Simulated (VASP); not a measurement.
## CdTe: single point with PBE

Crystal: CdTe.

```
CELL_PARAMETERS angstrom
0.00000 3.24860 3.22430
3.24860 0.00000 3.22430
3.24860 3.24860 0.00000
ATOMIC_POSITIONS crystal
Cd 0.00000 0.00000 0.00000
Te 0.25000 0.25000 0.25000
```

The cell was built by a generator and isn't the measured one.

- Program: VASP 6.6.1
- Task: single point
- Functional: PBE
- Potentials or basis: VASP PAW PBE potentials, release 64 (Cd, Te)
- Cutoff: 520 eV
- k mesh: 8 × 8 × 8
- Occupations: gaussian, width 0.02 eV
- Spin: non-collinear spin, zero start, spin-orbit coupling
- Starting moments: [[0.0, 0.0, 0.0], [0.0, 0.0, 0.0]] μB

```yaml
Pressure: 2.7 GPa
Net_moment: 0.00 μB per cell
Valence_electrons_inside_the_program's_atomic_spheres: Cd 10.32; Te 3.43
```

Stress tensor (GPa, compression positive):
```
2.71 0.00 0.00
0.00 2.71 0.00
0.00 0.00 2.81
```

Moments on the atoms (μB; x, y, z):
```
Cd  0.00 0.00 0.00
Te  0.00 0.00 0.00
```

Run time: 3.4 min on 1 thread of Intel(R) Xeon(R) 6975P-C (Granite Rapids), on a shared host, peak memory 0.53 GiB.
